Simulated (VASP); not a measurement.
# How strain moves the gap of CdS (Hawleyite), part 4 of 4

Aim: follow the gap and pressure of CdS (Hawleyite) through compression, expansion and shear. All runs use LDA. The start is a cell from a database of measured crystal structures.

VASP 6.6.1; LDA; plane waves and PAW (Cd, S).

Still holding for the runs below: Spin-orbit coupling is off here; it would split degenerate levels.

So far, least gap on mesh and path (eV): step 3 (bands, cell as listed) 0.890; step 4 (cell volume +4.0 %) 0.804; step 5 (cell volume +8.0 %) 0.720; step 6 (bands, sheared, principal strains -2.8, -0.5, +3.4 %) 0.796; step 7 (cell volume -4.0 %) 0.978.

## 8. Bands, volume times 0.92

The cell is scaled evenly once more. A prediction first. A least-squares parabola for the 4 pressures of evenly scaled cells so far, P = -2.40 -58.4 t +131 t² GPa with t = ln(V/V₁) and V₁ the volume at scale 1, gives 3.39 GPa at t = -0.0834. A straight line through the gaps, 0.889 -2.19 t eV, gives 1.07 eV.

File INCAR:

```
SYSTEM = CdS
PREC = Accurate
ENCUT = 400
EDIFF = 1E-06
NELM = 100
ISMEAR = -1
SIGMA = 0.05
LREAL = .FALSE.
ALGO = Normal
GGA = CA
NBANDS = 21
LORBIT = 11
LWAVE = .FALSE.
LCHARG = .FALSE.
KPAR = 2
```

File POSCAR:

```
CdS
1.0
    0.0000000000      2.8365553117      2.8365553117
    2.8365553117      0.0000000000      2.8365553117
    2.8365553117      2.8365553117      0.0000000000
Cd S
1 1
Direct
    0.0000000000      0.0000000000      0.0000000000
    0.2500000000      0.2500000000      0.2500000000
```

File KPOINTS:

```
Automatic mesh
0
Gamma
7 7 7
0 0 0
```

File KPOINTS_OPT:

```
Line mode
16
Line-mode
Reciprocal
  0.00000000   0.00000000   0.00000000 GAMMA
  0.50000000   0.00000000   0.50000000 X

  0.50000000   0.00000000   0.50000000 X
  0.50000000   0.25000000   0.75000000 W

  0.50000000   0.25000000   0.75000000 W
  0.37500000   0.37500000   0.75000000 K

  0.37500000   0.37500000   0.75000000 K
  0.00000000   0.00000000   0.00000000 GAMMA

  0.00000000   0.00000000   0.00000000 GAMMA
  0.50000000   0.50000000   0.50000000 L

  0.50000000   0.50000000   0.50000000 L
  0.62500000   0.25000000   0.62500000 U

  0.62500000   0.25000000   0.62500000 U
  0.50000000   0.25000000   0.75000000 W

  0.50000000   0.25000000   0.75000000 W
  0.50000000   0.50000000   0.50000000 L

  0.50000000   0.50000000   0.50000000 L
  0.37500000   0.37500000   0.75000000 K

  0.62500000   0.25000000   0.62500000 U
  0.50000000   0.00000000   0.50000000 X
```

PAW data sets: Cd and S (LDA family, release 64).

Started as:

```
> mpirun -np 2 vasp_std
```

Log:

```text
[... set-up lines as in an earlier step ...]
 entering main loop
       N       E                     dE             d eps       ncg     rms          rms(c)
DAV:   1     0.940473340052E+02    0.94047E+02   -0.76451E+03   912   0.640E+02
DAV:   2    -0.415770363267E+01   -0.98205E+02   -0.92045E+02   950   0.193E+02
DAV:   3    -0.787641577563E+01   -0.37187E+01   -0.36989E+01  1021   0.393E+01
DAV:   4    -0.789445931854E+01   -0.18044E-01   -0.18042E-01   935   0.268E+00
DAV:   5    -0.789460339993E+01   -0.14408E-03   -0.14408E-03  1022   0.223E-01    0.979E+00
DAV:   6    -0.740972389102E+01    0.48488E+00   -0.44531E-01  1121   0.941E+00    0.758E+00
DAV:   7    -0.738037584831E+01    0.29348E-01   -0.14863E-01   980   0.224E+00    0.329E+00
DAV:   8    -0.737561163679E+01    0.47642E-02   -0.16470E-02   948   0.132E+00    0.297E-01
DAV:   9    -0.737521526278E+01    0.39637E-03   -0.15952E-03  1014   0.540E-01    0.621E-02
DAV:  10    -0.737520234988E+01    0.12913E-04   -0.12795E-04   983   0.128E-01    0.549E-02
DAV:  11    -0.737520983175E+01   -0.74819E-05   -0.38637E-05   950   0.423E-02    0.272E-02
DAV:  12    -0.737520755662E+01    0.22751E-05   -0.63108E-06  1061   0.330E-02    0.949E-03
DAV:  13    -0.737520786076E+01   -0.30414E-06   -0.17201E-06   870   0.607E-03
   1 F= -.73752079E+01 E0= -.73752077E+01  d E =-.298345E-06
 Start KPOINTS_OPT (optional k-point list driver)
k-point batch [1-20\160]
       N       E                     dE             ncg
DAV:   1     0.624290074795E+03   -0.57951E+04      864
DAV:   2    -0.149614579607E+04   -0.21204E+04      955
DAV:   3    -0.157948059321E+04   -0.83335E+02     1013
DAV:   4    -0.157986561354E+04   -0.38502E+00      958
DAV:   5    -0.157986845288E+04   -0.28393E-02     1021
DAV:   6    -0.157986848405E+04   -0.31171E-04      994
DAV:   7    -0.157986848442E+04   -0.36626E-06      866
[...]
k-point batch [141-160\160]
       N       E                     dE             ncg
DAV:   1     0.422901319473E+03   -0.11031E+05      888
DAV:   2    -0.160039672692E+04   -0.20233E+04      959
DAV:   3    -0.167594739052E+04   -0.75551E+02     1054
DAV:   4    -0.167630324988E+04   -0.35586E+00      945
DAV:   5    -0.167630610428E+04   -0.28544E-02     1062
DAV:   6    -0.167630613839E+04   -0.34109E-04      974
DAV:   7    -0.167630613883E+04   -0.44250E-06      926
```

Elapsed: 22 s, on 2 MPI ranks of AMD EPYC 9R45, shared host; peak memory 0.28 GiB.

OUTCAR, selected parts (step 8):

```text
   ENCUT  =  400.0 eV  29.40 Ry    5.42 a.u.   6.54  6.54  6.54*2*pi/ulx,y,z

   NELECT =      18.0000    total number of electrons

 E-fermi :   2.4669

 k-point     1 :       0.0000    0.0000    0.0000
  band No.  band energies     occupation
    ...
      5      -5.6291      2.00000
      6      -5.6291      2.00000
      7       1.9029      1.99997
      8       1.9029      1.99997
      9       1.9029      1.99997
     10       2.9697      0.00009
     11       8.2259      0.00000
     12       8.2259      0.00000
     13       8.2259      0.00000
     14      13.4316      0.00000
    ...

  Total        0.9999283      0.9999283      0.9999283     -0.0000000     -0.0000000     -0.0000000
  in kB       35.0974604     35.0974604     35.0974604     -0.0000000     -0.0000000     -0.0000000
  external PRESSURE =      35.0974604 kB  Pullay stress =       0.0000000 kB

 POSITION                                       TOTAL-FORCE (eV/Angst)
 -----------------------------------------------------------------------------------
      0.00000      0.00000      0.00000        -0.000000     -0.000000     -0.000000
      1.41828      1.41828      1.41828         0.000000      0.000000      0.000000
 -----------------------------------------------------------------------------------
    total drift:                                0.000000      0.000000      0.000001

  FREE ENERGIE OF THE ION-ELECTRON SYSTEM (eV)
  ---------------------------------------------------
  free  energy   TOTEN  =        -7.3752078608 eV

  energy  without entropy=       -7.3752075624  energy(sigma->0) =       -7.37520771

[... 4 parts as in an earlier step ...]

[... 12 further parts left out ...]
```

Numbers from this step:

```
free energy (TOTEN)               : -7.375 eV
Fermi energy                      : 2.467 eV
pressure                          : 3.510 GPa
least gap on mesh and path        : 1.067 eV
least direct gap on mesh and path : 1.067 eV
```

The electronic bands at the labelled points (eV, zero at the valence-band top; v1 is the highest filled band, c1 the lowest empty one):

```tsv
point	v4	v3	v2	v1	c1	c2	c3	c4
Γ	-7.53	0.00	0.00	0.00	1.07	6.32	6.32	6.32
0.53 of the way	-7.47	-2.69	-1.34	-1.34	3.61	4.52	8.18	8.32
X	-7.00	-4.44	-2.24	-2.24	3.16	4.23	9.33	11.05
0.53 of the way	-6.85	-4.43	-2.53	-2.42	4.04	4.89	8.60	8.85
W	-6.74	-4.43	-2.75	-2.56	5.22	5.64	7.17	7.81
0.53 of the way	-6.78	-4.45	-2.93	-2.11	4.48	5.52	7.84	8.40
K	-6.81	-4.47	-3.00	-1.82	3.97	5.49	8.45	9.07
0.47 of the way	-7.44	-3.24	-1.81	-0.58	3.83	6.06	6.42	7.23
Γ	-7.53	0.00	0.00	0.00	1.07	6.32	6.32	6.32
0.47 of the way	-7.53	-2.56	-0.43	-0.43	2.66	6.11	6.86	6.86
L	-7.07	-5.06	-0.90	-0.90	2.89	6.83	6.83	7.46
0.47 of the way	-6.96	-4.82	-1.97	-1.22	3.95	5.80	7.53	7.74
U	-6.81	-4.47	-3.00	-1.82	3.97	5.49	8.45	9.07
0.47 of the way	-6.78	-4.45	-2.93	-2.11	4.48	5.52	7.84	8.40
W	-6.74	-4.43	-2.75	-2.56	5.22	5.64	7.17	7.81
0.47 of the way	-6.90	-4.67	-2.38	-1.53	4.55	5.50	7.16	8.47
L	-7.07	-5.06	-0.90	-0.90	2.89	6.83	6.83	7.46
0.47 of the way	-6.96	-4.82	-1.97	-1.22	3.95	5.80	7.53	7.74
K	-6.81	-4.47	-3.00	-1.82	3.97	5.49	8.45	9.07
jump to U	-6.81	-4.47	-3.00	-1.82	3.97	5.49	8.45	9.07
0.47 of the way	-6.91	-4.44	-2.60	-2.11	3.53	4.64	8.97	10.09
X	-7.00	-4.44	-2.24	-2.24	3.16	4.23	9.33	11.05
```

Of the projections kept (Cd, S), the largest for each band there, as a share of the weight inside these atoms' spheres; weight between the spheres isn't counted:

```tsv
point	v4	v3	v2	v1	c1	c2	c3	c4
Γ	Cd 1.00	S 0.76	S 0.76	S 0.76	Cd 0.50	Cd 0.99	Cd 0.99	Cd 0.99
X	Cd 0.92	Cd 0.58	S 0.75	S 0.75	Cd 0.77	Cd 0.79	S 0.79	Cd 0.53
W	Cd 0.91	Cd 0.50	S 0.75	S 0.65	S 0.58	Cd 0.53	Cd 0.73	Cd 0.58
K	Cd 0.92	Cd 0.50	S 0.67	S 0.74	Cd 0.76	S 0.51	S 0.71	Cd 0.61
Γ	Cd 1.00	S 0.76	S 0.76	S 0.76	Cd 0.50	Cd 0.99	Cd 0.99	Cd 0.99
L	Cd 0.95	S 0.58	S 0.75	S 0.75	Cd 0.68	Cd 0.90	Cd 0.90	S 0.80
```

The gap is 1.07 eV, direct at Γ. That is +0.18 eV from the cell as listed. The pressure is 3.51 GPa. The parabola predicted 3.39 GPa, -0.12 GPa off. The line predicted a gap of 1.07 eV, +0.00 eV off.

## 9. Bands, atoms displaced by up to 0.02 Å

In the first cell the atoms are moved off their sites at random; since the same shifts repeat in every cell, this is a frozen displacement of whole sublattices.

INCAR is that of step 8.

File POSCAR:

```
CdS
1.0
    0.0000000000      2.9165000000      2.9165000000
    2.9165000000      0.0000000000      2.9165000000
    2.9165000000      2.9165000000      0.0000000000
Cd S
1 1
Direct
   -0.0002600000     -0.0014860000      0.0027000000
    0.2430660000      0.2532230000      0.2515430000
```

KPOINTS is that of step 8.

KPOINTS_OPT is that of step 8.

Started as:

```
> mpirun -np 2 vasp_std
```

Log:

```text
[... set-up lines as in an earlier step ...]
 entering main loop
       N       E                     dE             d eps       ncg     rms          rms(c)
DAV:   1     0.978766883274E+02    0.97877E+02   -0.75719E+03  7656   0.635E+02
DAV:   2    -0.378822771642E+01   -0.10166E+03   -0.94651E+02  8272   0.193E+02
DAV:   3    -0.788839866830E+01   -0.41002E+01   -0.40776E+01  8759   0.403E+01
DAV:   4    -0.790999042735E+01   -0.21592E-01   -0.21589E-01  8118   0.291E+00
DAV:   5    -0.791018465343E+01   -0.19423E-03   -0.19422E-03  8828   0.255E-01    0.812E+00
DAV:   6    -0.742545703717E+01    0.48473E+00   -0.46540E-01  9341   0.882E+00    0.649E+00
DAV:   7    -0.739916464254E+01    0.26292E-01   -0.13263E-01  8504   0.207E+00    0.302E+00
DAV:   8    -0.739359915152E+01    0.55655E-02   -0.13664E-02  8043   0.114E+00    0.231E-01
DAV:   9    -0.739319885275E+01    0.40030E-03   -0.12482E-03  8780   0.458E-01    0.716E-02
DAV:  10    -0.739319596142E+01    0.28913E-05   -0.12025E-04  8262   0.110E-01    0.590E-02
DAV:  11    -0.739320432485E+01   -0.83634E-05   -0.37327E-05  8254   0.346E-02    0.216E-02
DAV:  12    -0.739320170528E+01    0.26196E-05   -0.46151E-06  8774   0.227E-02    0.715E-03
DAV:  13    -0.739320178449E+01   -0.79209E-07   -0.94186E-07  5769   0.492E-03
   1 F= -.73932018E+01 E0= -.73932010E+01  d E =-.156762E-05
 Start KPOINTS_OPT (optional k-point list driver)
k-point batch [1-160\160]
       N       E                     dE             ncg
DAV:   1     0.289406961783E+04   -0.72008E+05     7112
DAV:   2    -0.132087797429E+05   -0.16103E+05     7685
DAV:   3    -0.138402785416E+05   -0.63150E+03     8154
DAV:   4    -0.138434351905E+05   -0.31566E+01     7673
DAV:   5    -0.138434621204E+05   -0.26930E-01     8212
DAV:   6    -0.138434624663E+05   -0.34588E-03     7793
DAV:   7    -0.138434624714E+05   -0.50946E-05     7484
DAV:   8    -0.138434624717E+05   -0.30989E-06     5489
```

Run time: 56 s. Hardware: 2 MPI ranks; peak memory 0.51 GiB.

OUTCAR, selected parts (step 9):

```text
   NELECT =      18.0000    total number of electrons

 E-fermi :   1.6074

 k-point     1 :       0.0000    0.0000    0.0000
  band No.  band energies     occupation
    ...
      5      -6.1627      2.00000
      6      -6.1625      2.00000
      7       1.1199      1.99988
      8       1.1280      1.99986
      9       1.1375      1.99983
     10       2.0196      0.00052
     11       7.4805      0.00000
     12       7.4893      0.00000
     13       7.4976      0.00000
     14      12.2038      0.00000
    ...

  Total       -0.7403852     -0.7441027     -0.7397119      0.0299362     -0.0599123      0.1362334
  in kB      -23.9085010    -24.0285477    -23.8867598      0.9666978     -1.9346879      4.3992450
  external PRESSURE =     -23.9412695 kB  Pullay stress =       0.0000000 kB

 POSITION                                       TOTAL-FORCE (eV/Angst)
 -----------------------------------------------------------------------------------
      2.92004      2.92362      5.82791         0.048543     -0.110809     -0.023780
      1.47215      1.44253      1.44743        -0.048543      0.110809      0.023780
 -----------------------------------------------------------------------------------
    total drift:                                0.000212      0.000360     -0.000279

  FREE ENERGIE OF THE ION-ELECTRON SYSTEM (eV)
  ---------------------------------------------------
  free  energy   TOTEN  =        -7.3932017845 eV

  energy  without entropy=       -7.3932002169  energy(sigma->0) =       -7.39320100

[... 7 parts as in an earlier step ...]

[... 10 further parts left out ...]
```

Numbers from this step:

- irreducible k-points: 172
- symmetry operations: 1
- free energy (TOTEN): -7.393 eV
- Fermi energy: 1.607 eV
- pressure: -2.394 GPa
- least gap on mesh and path: 0.8820 eV
- least direct gap on mesh and path: 0.8821 eV

The electronic bands at the labelled points (eV, zero at the valence-band top; v1 is the highest filled band, c1 the lowest empty one):

```tsv
point	v4	v3	v2	v1	c1	c2	c3	c4
Γ	-7.30	-0.02	-0.01	0.00	0.88	6.34	6.35	6.36
0.53 of the way	-7.25	-2.57	-1.16	-1.15	3.50	4.50	8.11	8.15
X	-6.85	-4.06	-1.94	-1.93	3.30	4.16	8.94	10.50
0.47 of the way	-6.76	-4.04	-2.13	-2.08	3.94	4.60	8.50	8.91
W	-6.66	-4.01	-2.35	-2.26	5.23	5.28	7.01	7.82
0.53 of the way	-6.69	-4.04	-2.55	-1.83	4.48	5.29	7.66	8.28
K	-6.71	-4.05	-2.62	-1.57	4.02	5.28	8.25	8.88
0.47 of the way	-7.23	-3.03	-1.57	-0.50	3.57	5.96	6.47	7.18
Γ	-7.30	-0.02	-0.01	0.00	0.88	6.34	6.35	6.36
0.47 of the way	-7.30	-2.40	-0.40	-0.36	2.49	6.04	6.81	6.88
L	-6.92	-4.55	-0.82	-0.75	2.79	6.78	6.90	7.23
0.53 of the way	-6.81	-4.29	-1.96	-1.11	3.95	5.74	7.49	7.62
U	-6.71	-4.06	-2.64	-1.57	4.04	5.27	8.26	8.85
0.53 of the way	-6.68	-4.04	-2.55	-1.88	4.62	5.29	7.54	8.18
W	-6.66	-4.01	-2.35	-2.26	5.23	5.28	7.01	7.82
0.47 of the way	-6.79	-4.22	-2.13	-1.30	4.31	5.58	6.99	8.28
L	-6.92	-4.55	-0.82	-0.75	2.79	6.78	6.90	7.23
0.47 of the way	-6.84	-4.34	-1.74	-1.06	3.78	5.81	7.47	7.50
K	-6.71	-4.05	-2.62	-1.57	4.02	5.28	8.25	8.88
jump to U	-6.71	-4.06	-2.64	-1.57	4.04	5.27	8.26	8.85
0.47 of the way	-6.79	-4.06	-2.26	-1.82	3.66	4.50	8.67	9.76
X	-6.85	-4.06	-1.94	-1.93	3.30	4.16	8.94	10.50
```

Of the projections kept (Cd, S), the largest for each band there, as a share of the weight inside these atoms' spheres; weight between the spheres isn't counted:

```tsv
point	v4	v3	v2	v1	c1	c2	c3	c4
Γ	Cd 1.00	S 0.78	S 0.78	S 0.79	Cd 0.54	Cd 0.99	Cd 0.99	Cd 0.98
X	Cd 0.93	Cd 0.55	S 0.77	S 0.79	Cd 0.77	Cd 0.74	S 0.80	Cd 0.53
W	Cd 0.92	S 0.51	S 0.77	S 0.70	S 0.59	Cd 0.52	Cd 0.73	Cd 0.54
K	Cd 0.93	S 0.51	S 0.71	S 0.77	Cd 0.75	S 0.53	S 0.73	Cd 0.61
Γ	Cd 1.00	S 0.78	S 0.78	S 0.79	Cd 0.54	Cd 0.99	Cd 0.99	Cd 0.98
L	Cd 0.95	S 0.58	S 0.77	S 0.78	Cd 0.69	Cd 0.90	Cd 0.90	S 0.80
```

Force by atom:

```tsv
atom	x (eV/Å)	y (eV/Å)	z (eV/Å)	size
Cd1	0.049	-0.111	-0.024	0.123
S2	-0.049	0.111	0.024	0.123
```

The gap is 0.88 eV, direct at Γ. That is -0.01 eV from the cell as listed. The pressure is -2.39 GPa, and the symmetry operations fall from 24 to 1.

## 10. Side by side

```
                                         cell   mesh  pressure (GPa)  gap (eV)  direct gap (eV)
                               cell as listed  7×7×7           -2.41     0.890            0.890
                            volume times 1.04  7×7×7           -4.48     0.804            0.804
                            volume times 1.08  7×7×7           -6.12     0.720            0.720
sheared, principal strains -2.8, -0.5, +3.4 %  7×7×7           -2.35     0.796            0.796
                            volume times 0.96  7×7×7            0.21     0.978            0.978
                            volume times 0.92  7×7×7            3.51     1.067            1.067
              atoms displaced by up to 0.02 Å  7×7×7           -2.39     0.882            0.882
```

## 11. Outcome

* gap, cell as listed: 0.890 eV
* gap, volume times 1.04: 0.804 eV
* gap, volume times 1.08: 0.720 eV
* gap, sheared, principal strains -2.8, -0.5, +3.4 %: 0.796 eV
* gap, volume times 0.96: 0.978 eV
* gap, volume times 0.92: 1.067 eV
* gap, atoms displaced by up to 0.02 Å: 0.882 eV
* bulk modulus at the listed volume, shape and positions held: 59.0 GPa
* volume deformation potential of the gap: -2.17 eV

What this shows: At the listed volume the gap of CdS (Hawleyite) changes by -2.17 eV per unit of ln V, its volume deformation potential under even scaling; divided by the bulk modulus that is +37 meV/GPa. The slope of pressure against ln V at the listed volume gives a bulk modulus of 59.0 GPa at fixed shape and positions (not that of equilibrium, since the cell bears -2.4 GPa there). With sheared, principal strains -2.8, -0.5, +3.4 %, the least gap on mesh and path moves by -0.09 eV. With atoms displaced by up to 0.02 Å, the least gap on mesh and path moves by -0.01 eV. Semilocal functionals usually underestimate gaps. Spin-orbit coupling is left out; it would split some degenerate bands.

[Lines on the potential files, build, host, timing and source positions are cut from VASP's logs without a mark.]

[Logs are printed without paths, hosts, clocks, repeated set-up lines and the standing remarks that a program may print on its own settings, such as how far it seeks lower states.]

[Hosts, paths, dates, database ids (printed as entryN), source tags and the programs' standing remarks are cut or masked in the printed files.]

[A measured line is paired with the nearest computed mode of its activity, which favours agreement.]

[In band tables of VASP the shares of atoms and orbitals are scaled to a sum of 1 inside the atoms' spheres.]
